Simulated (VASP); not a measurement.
# Tc: surface energy and work function by face, part 2 of 5

How do surface energy, work function and relaxation of Tc depend on the face?

VASP 6.6.1; PBE; plane waves and PAW (Tc).

So far. Step 3 (The bulk reference, job self-consistent run, k-mesh …): The run ends at a pressure of -0.73 GPa.

## Step 4: Relaxing the slab, 8 atoms, face Tc(0001)

System of this step: Tc(0001). The cell holds 8 atoms: 8 Tc. Its edges and angles: a = 2.745 Å, b = 2.745 Å, c = 30.353 Å, α = 90.0°, β = 90.0°, γ = 60.0°. It derives from Tc. 8 layers of hcp Tc, cut at this functional's lattice. Vacuum lies along c.

All atoms relax at the fixed cell.

INCAR reads:

```
SYSTEM = Tc
PREC = Normal
ENCUT = 320
EDIFF = 1E-05
NELM = 120
ISMEAR = 1
SIGMA = 0.15
LREAL = .FALSE.
ALGO = Fast
GGA = PE
NBANDS = 36
LASPH = .TRUE.
LORBIT = 11
LWAVE = .FALSE.
LCHARG = .FALSE.
KPAR = 4
IBRION = 2
NSW = 40
ISIF = 2
EDIFFG = -0.03
POTIM = 0.4
MAXMIX = 40
```

POSCAR reads:

```
Tc
1.0
    2.7446112931      0.0000000000      0.0000000000
    1.3723056466      2.3769031033      0.0000000000
    0.0000000000      0.0000000000     30.3533393926
Tc
8
Direct
    0.6666666700      0.6666666700      0.2470897800
    0.0000000000      0.0000000000      0.3193498400
    0.6666666700      0.6666666700      0.3916099100
    0.0000000000      0.0000000000      0.4638699700
    0.6666666700      0.6666666700      0.5361300300
    0.0000000000      0.0000000000      0.6083900900
    0.6666666700      0.6666666700      0.6806501600
    0.0000000000      0.0000000000      0.7529102200
```

KPOINTS reads:

```
Automatic mesh
0
Gamma
15 15 1
0 0 0
```

PAW data sets: Tc (PBE family, release 64).

On the command line:

```console
$ mpirun -np 4 vasp_std
```

Log:

```text
[banner, memory and clock lines left out]
running    4 mpi-ranks, on    1 nodes
 distrk:  each k-point on    1 cores,    4 groups
 distr:  one band on    1 cores,    1 groups

 POSCAR found type information on POSCAR Tc
 POSCAR found :  1 types and       8 ions
 LDA part: xc-table for (Slater+PW92), standard interpolation
 POSCAR, INCAR and KPOINTS ok, starting setup
 FFT: planning ... GRIDC
 FFT: planning ... GRID_SOFT
 FFT: planning ... GRID
 WAVECAR not read
 entering main loop
       N       E                     dE             d eps       ncg     rms          rms(c)
DAV:   1     0.206472245278E+03    0.20647E+03   -0.19323E+04  1984   0.910E+02
DAV:   2    -0.647476466599E+02   -0.27122E+03   -0.25675E+03  2384   0.219E+02
DAV:   3    -0.863986102777E+02   -0.21651E+02   -0.20581E+02  3056   0.517E+01
DAV:   4    -0.875628270658E+02   -0.11642E+01   -0.10917E+01  2972   0.113E+01
DAV:   5    -0.876382762128E+02   -0.75449E-01   -0.70956E-01  3116   0.233E+00    0.438E+01
RMM:   6    -0.122103108092E+03   -0.34465E+02   -0.86674E+01  2837   0.339E+01    0.253E+01
RMM:   7    -0.172773159959E+03   -0.50670E+02   -0.18167E+02  3089   0.510E+01    0.301E+01
RMM:   8    -0.122265240208E+03    0.50508E+02   -0.46371E+01  2273   0.201E+01    0.305E+01
RMM:   9    -0.975087064082E+02    0.24757E+02   -0.11515E+01  2244   0.980E+00    0.232E+01
RMM:  10    -0.894611953554E+02    0.80475E+01   -0.14536E+01  2497   0.939E+00    0.171E+01
RMM:  11    -0.819589669025E+02    0.75022E+01   -0.10701E+01  2551   0.793E+00    0.716E+00
RMM:  12    -0.820352020344E+02   -0.76235E-01   -0.18363E+00  2758   0.335E+00    0.625E+00
RMM:  13    -0.814625857982E+02    0.57262E+00   -0.10116E+00  2530   0.230E+00    0.467E+00
RMM:  14    -0.809988731910E+02    0.46371E+00   -0.12290E+00  2512   0.257E+00    0.196E+00
RMM:  15    -0.809417187273E+02    0.57154E-01   -0.45993E-01  2791   0.150E+00    0.953E-01
RMM:  16    -0.809791463729E+02   -0.37428E-01   -0.41748E-02  2231   0.602E-01    0.121E+00
RMM:  17    -0.809685064268E+02    0.10640E-01   -0.69847E-02  2307   0.654E-01    0.120E+00
RMM:  18    -0.809407577512E+02    0.27749E-01   -0.96160E-02  2583   0.717E-01    0.441E-01
RMM:  19    -0.809404290592E+02    0.32869E-03   -0.23111E-02  2814   0.346E-01    0.325E-01
RMM:  20    -0.809380421244E+02    0.23869E-02   -0.34398E-03  2238   0.173E-01    0.867E-02
RMM:  21    -0.809381087117E+02   -0.66587E-04   -0.14379E-03  2684   0.728E-02    0.579E-02
RMM:  22    -0.809380760942E+02    0.32618E-04   -0.67629E-04  2414   0.470E-02    0.275E-02
RMM:  23    -0.809381969503E+02   -0.12086E-03   -0.29584E-04  2115   0.500E-02    0.552E-02
RMM:  24    -0.809381448749E+02    0.52075E-04   -0.30894E-04  2240   0.371E-02    0.292E-02
RMM:  25    -0.809381469979E+02   -0.21229E-05   -0.73291E-05  1473   0.192E-02
   1 F= -.80938147E+02 E0= -.80939818E+02  d E =-.809381E+02
 curvature:   0.00 expect dE= 0.000E+00 dE for cont linesearch  0.000E+00
 trial: gam= 0.00000 g(F)=  0.283E+00 g(S)=  0.000E+00 ort = 0.000E+00 (trialstep = 0.100E+01)
 search vector abs. value=  0.283E+00
 bond charge predicted
       N       E                     dE             d eps       ncg     rms          rms(c)
DAV:   1    -0.811417977703E+02   -0.20365E+00   -0.35913E+01  1960   0.236E+01    0.160E+00
RMM:   2    -0.815976860307E+02   -0.45589E+00   -0.15705E+00  2164   0.473E+00    0.376E+00
RMM:   3    -0.814712734675E+02    0.12641E+00   -0.34069E-01  2270   0.206E+00    0.304E+00
RMM:   4    -0.811720825732E+02    0.29919E+00   -0.53659E-01  2270   0.197E+00    0.702E-01
RMM:   5    -0.811674952317E+02    0.45873E-02   -0.11906E-01  2582   0.893E-01    0.230E-01
RMM:   6    -0.811693387714E+02   -0.18435E-02   -0.26033E-02  2636   0.408E-01    0.215E-01
RMM:   7    -0.811672325473E+02    0.21062E-02   -0.55384E-03  2093   0.291E-01    0.145E-01
RMM:   8    -0.811670776845E+02    0.15486E-03   -0.21272E-03  2340   0.143E-01    0.744E-02
RMM:   9    -0.811668643460E+02    0.21334E-03   -0.16377E-03  2181   0.149E-01    0.861E-02
RMM:  10    -0.811667305270E+02    0.13382E-03   -0.32200E-04  2205   0.643E-02    0.581E-02
RMM:  11    -0.811667275495E+02    0.29775E-05   -0.26048E-04  2332   0.391E-02    0.432E-02
RMM:  12    -0.811666919116E+02    0.35638E-04   -0.10996E-04  1896   0.285E-02    0.174E-02
RMM:  13    -0.811666962019E+02   -0.42903E-05   -0.38369E-05  1418   0.167E-02
   2 F= -.81166696E+02 E0= -.81168612E+02  d E =-.228549E+00
[...]
3 F= -.81229132E+02 E0= -.81230492E+02  d E =-.290985E+00
[...]
4 F= -.81229241E+02 E0= -.81230617E+02  d E =-.291094E+00
[...]
5 F= -.81243895E+02 E0= -.81245349E+02  d E =-.146538E-01
[...]
6 F= -.81245070E+02 E0= -.81246573E+02  d E =-.158294E-01
[...]
7 F= -.81245076E+02 E0= -.81246584E+02  d E =-.158352E-01
 curvature:  -0.77 expect dE=-0.443E-03 dE for cont linesearch -0.207E-05
 ZBRENT: bracketing found
 ZBRENT: accuracy reached
 trial: gam=-0.00022 g(F)=  0.572E-03 g(S)=  0.000E+00 ort =-0.237E-03 (trialstep = 0.124E+01)
 search vector abs. value=  0.572E-03
 bond charge predicted
       N       E                     dE             d eps       ncg     rms          rms(c)
DAV:   1    -0.812454062834E+02   -0.33215E-03   -0.10860E-01  2024   0.131E+00    0.842E-02
RMM:   2    -0.812453904355E+02    0.15848E-04   -0.14331E-03  2012   0.213E-01    0.253E-02
RMM:   3    -0.812454260564E+02   -0.35621E-04   -0.55853E-04  2281   0.893E-02    0.243E-02
RMM:   4    -0.812454484208E+02   -0.22364E-04   -0.17822E-04  2292   0.427E-02    0.245E-02
RMM:   5    -0.812454501174E+02   -0.16966E-05   -0.21046E-05  1233   0.183E-02
   8 F= -.81245450E+02 E0= -.81246932E+02  d E =-.374064E-03
 trial-energy change:   -0.000374  1 .order   -0.000352   -0.000707    0.000004
 step:   1.2292(harm=  1.2292)  dis= 0.00256  next Energy=   -81.245428 (dE=-0.352E-03)
 reached required accuracy - stopping structural energy minimisation
```

It took 3.1 min on 4 MPI ranks of AMD EPYC 7R43, shared host; peak memory 0.65 GiB; 9.9 min of CPU time.

OUTCAR, selected parts (step 4):

```text
  LATTYP: Found a hexagonal cell.
 ALAT       =     2.7446112931
 C/A-ratio  =    11.0592488885

 Subroutine GETGRP returns: Found 12 space group operations
 (whereof  6 operations were pure point group operations)

The static configuration has the point symmetry C_3v.
 The point group associated with its full space group is D_3d.

 Found     27 irreducible k-points:

   k-points           NKPTS =     27   k-points in BZ     NKDIM =     27   number of bands    NBANDS=     36

   dimension x,y,z NGX =    12 NGY =   12 NGZ =  140
   dimension x,y,z NGXF=    24 NGYF=   24 NGZF=  280

   ENCUT  =  320.0 eV  23.52 Ry    4.85 a.u.   4.00  4.00 44.27*2*pi/ulx,y,z

   NELECT =      56.0000    total number of electrons

 E-fermi :   5.7005

 k-point     1 :       0.0000    0.0000    0.0000
  band No.  band energies     occupation
    ...
     26       4.5056      2.00000
     27       4.5056      2.00000
     28       4.6695      2.00000
     29       4.6695      2.00000
     30       5.0120      2.00000
     31       5.8645     -0.06459
     32       5.8645     -0.06459
     33       6.0319     -0.00767
     34       6.2440     -0.00000
     35       6.2441     -0.00000
    ...

 k-point     2 :       0.0667   -0.0000    0.0000
  band No.  band energies     occupation
    ...
     27       4.6086      2.00000
     28       4.6178      2.00000
     29       4.7774      2.00000
     30       5.0321      2.00000
     31       5.6833      1.19269
     32       5.8003      0.10578
     33       5.8130      0.04793
     34       6.0995     -0.00110
     35       6.1923     -0.00004
     36       6.4260     -0.00000

  Total       -2.7308392     -2.7308392      0.0801518     -0.0000000     -0.0000000     -0.0000000
  in kB      -22.0957071    -22.0957071      0.6485228     -0.0000000     -0.0000000     -0.0000000
  external PRESSURE =     -14.5142971 kB  Pullay stress =       0.0000000 kB

  energy-cutoff  :      320.00
  volume of cell :      198.02
      direct lattice vectors                 reciprocal lattice vectors
     2.744611293  0.000000000  0.000000000     0.364350319 -0.210357755  0.000000000
     1.372305647  2.376903103  0.000000000     0.000000000  0.420715509  0.000000000
     0.000000000  0.000000000 30.353339393     0.000000000  0.000000000  0.032945304

 POSITION                                       TOTAL-FORCE (eV/Angst)
 -----------------------------------------------------------------------------------
      2.74461      1.58460      7.57386         0.000000     -0.000000      0.000962
      0.00000      0.00000      9.60090        -0.000000     -0.000000     -0.025207
      2.74461      1.58460     11.93168        -0.000000     -0.000000     -0.017278
      0.00000      0.00000     14.02431        -0.000000      0.000000     -0.012322
      2.74461      1.58460     16.32903         0.000000      0.000000      0.012322
      2.74461      0.00000     18.42166         0.000000      0.000000      0.017278
      2.74461      1.58460     20.75244        -0.000000     -0.000000      0.025207
      2.74461      0.00000     22.77948         0.000000      0.000000     -0.000962
 -----------------------------------------------------------------------------------
    total drift:                               -0.000002     -0.000001     -0.000000

  FREE ENERGIE OF THE ION-ELECTRON SYSTEM (eV)
  ---------------------------------------------------
  free  energy   TOTEN  =       -81.2454501174 eV

  energy  without entropy=      -81.2498960851  energy(sigma->0) =      -81.24693211

 total charge
# of ion       s       p       d       tot
------------------------------------------
    1        0.579   0.548   5.474   6.601
    2        0.587   0.743   5.454   6.783
    3        0.581   0.720   5.430   6.730
    4        0.584   0.714   5.453   6.751
    5        0.584   0.714   5.453   6.751
    6        0.581   0.720   5.430   6.730
    7        0.587   0.743   5.454   6.783
    8        0.579   0.548   5.474   6.601
--------------------------------------------------
tot          4.661   5.449  43.622  53.732

[... 1 part as in an earlier step ...]

[... 7 further parts left out ...]
```

CONTCAR:

```
Tc
   1.00000000000000
     2.7446112931000002    0.0000000000000000    0.0000000000000000
     1.3723056466000001    2.3769031033000001    0.0000000000000000
     0.0000000000000000    0.0000000000000000   30.3533393925999988
  Tc
     8
Direct
     0.6666666699999979    0.6666666699999979    0.2495230236307475
     0.0000000000000000    0.0000000000000000    0.3163045537069232
     0.6666666699999979    0.6666666699999979    0.3930928974317535
     0.0000000000000000    0.0000000000000000    0.4620351030115751
     0.6666666699999979    0.6666666699999979    0.5379648969884249
     1.0000000000000000    0.0000000000000000    0.6069071025682465
     0.6666666699999979    0.6666666699999979    0.6836954462930767
     1.0000000000000000    0.0000000000000000    0.7504769763692525
```

The run keeps the 12 symmetry operations of its start, so it cannot find a distortion of lower symmetry.

The steps of the relaxation:

```tsv
step	energy less that of the first step (eV)	largest force (eV/Å)
1	0.0000	1.4033
2	-0.2285	0.7066
3	-0.2910	0.4422
4	-0.2911	0.4396
5	-0.3057	0.1369
6	-0.3069	0.0494
7	-0.3069	0.0538
8	-0.3073	0.0252
```

The atoms that moved most (Å):

```tsv
atom	dx	dy	dz	length
Tc7	0.000	0.000	0.092	0.092
Tc2	0.000	0.000	-0.092	0.092
Tc1	0.000	0.000	0.074	0.074
Tc8	0.000	0.000	-0.074	0.074
Tc4	0.000	0.000	-0.056	0.056
Tc5	0.000	0.000	0.056	0.056
Tc3	0.000	0.000	0.045	0.045
Tc6	0.000	0.000	-0.045	0.045
```

The relaxed structure:

```xyz
8
Lattice="2.7446 0.0000 0.0000 1.3723 2.3769 0.0000 0.0000 0.0000 30.3533" Properties=species:S:1:pos:R:3
Tc    2.7446    1.5846    7.5739
Tc    0.0000    0.0000    9.6009
Tc    2.7446    1.5846   11.9317
Tc    0.0000    0.0000   14.0243
Tc    2.7446    1.5846   16.3290
Tc    0.0000    0.0000   18.4217
Tc    2.7446    1.5846   20.7524
Tc    0.0000    0.0000   22.7795
```

This step gave:

```
electronic cycles       : 72
electrons               : 56
free energy (TOTEN)     : -81.2455 eV
energy at zero smearing : -81.2469 eV
Fermi energy            : 5.700 eV
```

The run ended after 8 ionic steps, 0.307 eV below its first step, once the forces on the free atoms met EDIFFG = -0.03.

(Continued in part 3 of 5.)

[Lines on the potential files, build, host, timing and source positions are cut from VASP's logs without a mark.]

[Logs are printed without paths, hosts, clocks, repeated set-up lines and the standing remarks that a program may print on its own settings, such as how far it seeks lower states.]

[Hosts, paths, dates, database ids (printed as entryN), source tags and the programs' standing remarks are cut or masked in the printed files.]

[Runs that stopped without an error message from VASP are left out.]
